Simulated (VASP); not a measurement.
These are PBEsol GGA, VASP's PBE PAW potentials (set 64) (plane waves; VASP) values and carry that method's errors.

VASP input:

### POSCAR
```
WSb
1
    3.2533778541    -0.0000000000     0.0000000000
   -1.6266889271     2.8175079654     0.0000000000
    0.0000000000     0.0000000000     8.1241886611
W Sb
2 2
Direct
  0.0000000000   0.0000000000   0.0000000000
  0.0000000000   1.0000000000   0.5000000000
  0.3333330000   0.6666670000   0.2500000000
  0.6666670000   0.3333330000   0.7500000000
```

File KPOINTS:
```
k-points along high-symmetry lines
10
Line-mode
Reciprocal
  0.000000   0.000000   0.000000 ! GAMMA
  0.500000   0.000000   0.000000 ! M

  0.500000   0.000000   0.000000 ! M
  0.333333   0.333333   0.000000 ! K

  0.333333   0.333333   0.000000 ! K
  0.000000   0.000000   0.000000 ! GAMMA

  0.000000   0.000000   0.000000 ! GAMMA
  0.000000   0.000000   0.500000 ! A

  0.000000   0.000000   0.500000 ! A
  0.500000   0.000000   0.500000 ! L

  0.500000   0.000000   0.500000 ! L
  0.333333   0.333333   0.500000 ! H

  0.333333   0.333333   0.500000 ! H
  0.000000   0.000000   0.500000 ! A

  0.500000   0.000000   0.500000 ! L
  0.500000   0.000000   0.000000 ! M

  0.333333   0.333333   0.500000 ! H
  0.333333   0.333333   0.000000 ! K
```

**INCAR**
```
# general
SYSTEM  = WSb
PREC    = Accurate
ENCUT   = 400   # plane-wave cut-off (eV)
LREAL   = .False.
LASPH   = .True.   # aspherical one-centre terms
ICHARG  = 11   # fixed density

# electronic loop
EDIFF   = 1E-7
NELM    = 100   # most electronic steps
ALGO    = Normal   # blocked Davidson
LMAXMIX = 6   # l cut-off of mixed one-centre charges

# smearing
ISMEAR  = 0   # Gaussian
SIGMA   = 0.05   # width (eV)

# functional
GGA     = PS

# output
LWAVE   = .False.
LCHARG  = .False.
LORBIT  = 11
```

POTCAR, in this order: W_sv Sb (PBE.64 set). Program: vasp_std. Read from the step before: CHGCAR.

What VASP printed:

OSZICAR:
```
       N       E                     dE             d eps       ncg     rms          rms(c)
DAV:   1     0.329144310950E+03    0.32914E+03   -0.17174E+04  4540   0.139E+03
DAV:   2    -0.202011038617E+02   -0.34935E+03   -0.34440E+03  4947   0.420E+02
DAV:   3    -0.338870263615E+02   -0.13686E+02   -0.13469E+02  5201   0.817E+01
DAV:   4    -0.341781103514E+02   -0.29108E+00   -0.28936E+00  5328   0.130E+01
DAV:   5    -0.341845974503E+02   -0.64871E-02   -0.64800E-02  5452   0.167E+00
DAV:   6    -0.341848176589E+02   -0.22021E-03   -0.22019E-03  5684   0.274E-01
DAV:   7    -0.341848213887E+02   -0.37298E-05   -0.37292E-05  5479   0.262E-02
DAV:   8    -0.341848215174E+02   -0.12867E-06   -0.12863E-06  4310   0.418E-03
DAV:   9    -0.341848215219E+02   -0.45275E-08   -0.60797E-08  3733   0.113E-03
   1 F= -.34184822E+02 E0= -.34181433E+02  d E =-.677693E-02
```

**OUTCAR**
```
 val. band max:       11.5869407830   @ k =   0.0370   0.0370   0.5000

 cond. band min:      11.6012401283   @ k =   0.1852   0.1852   0.5000



 k-point     1 :       0.0000    0.0000    0.0000
  band No.  band energies     occupation
      1     -62.5609      2.00000
      2     -62.5608      2.00000
      3     -26.8416      2.00000
      4     -26.8165      2.00000
      5     -26.6940      2.00000
      6     -26.6940      2.00000
      7     -26.6921      2.00000
      8     -26.6921      2.00000
      9      -2.2979      2.00000
     10      -0.7844      2.00000
     11       3.0135      2.00000
     12       7.2777      2.00000
     13       8.4411      2.00000
     14       9.7246      2.00000
     15       9.7246      2.00000
     16      10.1208      2.00000
     17      10.5363      2.00000
     18      10.5363      2.00000
     19      11.4402      1.99999
     20      11.4402      1.99999
     21      12.0055      0.00000
     22      12.0055      0.00000
     23      15.6548      0.00000

 k-point     2 :       0.0556    0.0000    0.0000
  band No.  band energies     occupation
      1     -62.5605      2.00000
      2     -62.5604      2.00000
      3     -26.8402      2.00000
      4     -26.8151      2.00000
      5     -26.7016      2.00000
      6     -26.6997      2.00000
      7     -26.6958      2.00000
      8     -26.6939      2.00000
      9      -2.2322      2.00000
     10      -0.7424      2.00000
     11       3.0964      2.00000
     12       7.3446      2.00000
     13       8.3360      2.00000
     14       9.6127      2.00000
     15       9.7663      2.00000
     16      10.1570      2.00000
     17      10.4989      2.00000
     18      10.6034      2.00000
     19      11.2991      2.00000
     20      11.3593      2.00000
     21      11.9874      0.00000
     22      12.1186      0.00000
     23      15.0281      0.00000

 k-point     3 :       0.1111    0.0000    0.0000
  band No.  band energies     occupation
...
```

The density is held fixed in this step, so its total energy and stress have no physical meaning. Unless said otherwise, spin-orbit coupling is left out, though it shifts the bands of the heavy elements here.

The structure was generated: WSb was put into the NiAs type type (P6_3/mmc), which need not be its known phase. It was relaxed first, which changed the volume by -44 %.
